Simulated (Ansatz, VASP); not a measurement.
# Two plane-wave programs on Rb3HSe

File INCAR:

```
PREC = Accurate
ENCUT = 520
EDIFF = 1E-6
ISMEAR = 0
SIGMA = 0.05
LREAL = F
LASPH = T
NELM = 100
ALGO = Normal
ISIF = 2
LWAVE = F
LCHARG = F
GGA = CA
NBANDS = 25
```

The input KPOINTS:

```
regular mesh
0
Gamma
  4 4 4
```

POSCAR

```
Rb3HSe
1.0
    5.6934976242      0.0000000000      0.0000000000
    0.0000000000      5.6934976242      0.0000000000
    0.0000000000      0.0000000000      5.6934976242
Se H Rb
1 1 3
Direct
    0.0000000000      0.0000000000      0.0000000000
    0.5000000000      0.5000000000      0.5000000000
    0.5000000000      0.5000000000      0.0000000000
    0.5000000000      0.0000000000      0.5000000000
    0.0000000000      0.5000000000      0.5000000000
```

Input for Ansatz:

```yaml
crystal:
  lattice:
    - [5.6934976242, 0.0, 0.0]
    - [0.0, 5.6934976242, 0.0]
    - [0.0, 0.0, 5.6934976242]
  atoms:
    - { symbol: Se, position: [0.0, 0.0, 0.0] }
    - { symbol: H, position: [0.5, 0.5, 0.5] }
    - { symbol: Rb, position: [0.5, 0.5, 0.0] }
    - { symbol: Rb, position: [0.5, 0.0, 0.5] }
    - { symbol: Rb, position: [0.0, 0.5, 0.5] }
basis:
  ecutwfc: 420
kpoints:
  mp_grid: { grid: [4, 4, 4] }
hamiltonian:
  xc: lda
scf:
  occupations: { method: gaussian, width: 0.05 }
output:
  forces: true
  stress: true
  eigenvalues: true
```

The cell comes from a database or a generator and needn't be the stable form of this composition.

Alike in both runs: task single point; functional LDA; k mesh 4 × 4 × 4; occupations gaussian, width 0.05 eV; no spin polarisation.

|  | VASP | Ansatz |
| --- | --- | --- |
| version | VASP 6.6.1 | Ansatz 0.2.0 |
| potentials or method | VASP PAW LDA potentials, release 64 (Se, H, Rb_sv) | scalar-relativistic, plane waves, PAW |
| plane-wave cutoff (eV) | 520 | 420 |
| valence electrons in the cell | 34 | 44 |

|  | VASP | Ansatz | Ansatz less VASP |
| --- | --- | --- | --- |
| gap on the k mesh at the Fermi level (eV) | 1.86 | 1.85 | -0.007 |
| least direct gap on the mesh (eV) | 1.86 | 1.85 | -0.007 |
| pressure (GPa) | -2.8 | -2.8 | -0.01 |

The two sets of potentials don't hold the same shells in valence.

A k mesh can miss the band edges. LDA gaps usually lie below the measured ones, often by a third to a half.
